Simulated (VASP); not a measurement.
Here is the system:

```yaml
crystal:
  lattice:
    - [0.00000, 2.75322, 2.75322]
    - [2.75322, 0.00000, 2.75322]
    - [2.75322, 2.75322, 0.00000]
  atoms:
    - { symbol: Mg, position: [0.00000, 0.00000, 0.00000] }
    - { symbol: Te, position: [0.25000, 0.25000, 0.25000] }
```

Level of theory: PBEsol GGA, VASP's PBE PAW potentials (set 64) (plane waves; VASP). Settings: 500 eV cut-off, 8×8×8 Γ-centred mesh, Gaussian smearing of 0.050 eV, potentials Mg Te.

Unless said otherwise, spin-orbit coupling is left out, though it shifts the bands of the heavy elements here.

**Question.** Estimate the energy per atom (σ→0), pressure, band gap (on the k-mesh) with the smallest direct gap where there is one.

**Answer.** 
| Property | Result |
|---|---|
| band gap (on the k-mesh) | 1.59 eV |
| smallest direct gap (on the k-mesh) | 3.78 eV |
| energy per atom (σ→0) | -2.264 eV/atom |
| pressure | 451.2 kbar |

Total energies compare only between runs with the same potentials, cut-off and functional.

The structure was generated: MgTe was put into the zinc blende type (F-43m), which need not be its known phase. It was relaxed first under an external pressure of 45 GPa.
